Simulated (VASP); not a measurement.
Given:

```
GaN
1.0
    0.00000     2.27523     2.25271
    2.25271     0.00000     2.25271
    2.25271     2.27523     0.00000
Ga N
1 1
Direct
  0.00000   0.00000   0.00000
  0.25000   0.25000   0.25000
```

Calculation: r2SCAN meta-GGA, VASP's PBE PAW potentials (set 64) (plane waves; VASP). Numerical set-up: 600 eV cut-off, 10×10×10 Γ-centred mesh, Gaussian smearing of 0.050 eV, potentials Ga_d N.

Question: Give the stress tensor in GPa (positive for a compressed cell).

Answer: 
```
-1.30   0.00   0.00
 0.00  -2.66   0.00
 0.00   0.00  -1.30
```
The pressure is its mean diagonal, -1.75 GPa.

The compound is GaN in the zinc blende structure, a metastable form; wurtzite is the usual one. This cell was strained or had an atom moved on purpose.
